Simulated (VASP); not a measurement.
Set up this calculation in VASP 6.6.1, as the native input.

```
Task                   : single point
Functional             : PBE
Potentials or basis    : VASP PAW PBE potentials, release 64 (Ta_pv, S, N)
Cutoff                 : 520 eV
k mesh                 : 10 × 10 × 1
Occupations            : gaussian, width 0.1 eV
Spin                   : no spin polarisation
Dipole correction      : yes
Further INCAR settings : ALGO = Fast; EDIFF = 1e-06; NBANDS = 28
```

The structure of Ta2S2N lies in POSCAR:

```
Ta2S2N
1.0
    4.1238797903      0.0000000000      0.0000000000
    0.0000000000      4.1238797903      0.0000000000
    0.0000000000      0.0000000000     30.7899954400
Ta S N
2 2 1
Direct
    0.0000000000      0.5000000000      0.2923027390
    0.5000000000      0.0000000000      0.2923027390
    0.5000000000      0.5000000000      0.2400118109
    0.5000000000      0.5000000000      0.3445936670
    0.0000000000      0.0000000000      0.2923027390
```

The cell was built by a generator and needn't be a form met in nature.

The cell isn't the ideal one: species swapped into a sheet of the V2S2O type.

The input as run:

INCAR

```
PREC = Accurate ; ENCUT = 520
EDIFF = 1E-6 ; ISMEAR = 0
SIGMA = 0.1 ; LREAL = F
LASPH = T ; NELM = 100
ALGO = Fast ; ISIF = 2
LWAVE = F ; LCHARG = F
LDIPOL = T ; IDIPOL = 3
DIPOL = 0.5 0.5 0.292 ; GGA = PE
NBANDS = 28
```

KPOINTS

```
Automatic mesh
0
Gamma
  10 10 1
```

Potentials or basis: VASP PAW PBE potentials, release 64 (Ta_pv, S, N).

Command:

```console
$ cat potpaw_PBE.64/Ta_pv/POTCAR potpaw_PBE.64/S/POTCAR potpaw_PBE.64/N/POTCAR > POTCAR
$ mpirun -np 1 vasp_std > vasp.out
```

It gave:

* Largest force: 0.034 eV/Å
* Band gap on the k mesh: none (metal or under the smearing width)

It took 5.8 min on 1 thread of Intel(R) Xeon(R) 6975P-C (Granite Rapids), on a shared host, peak memory 0.74 GiB.
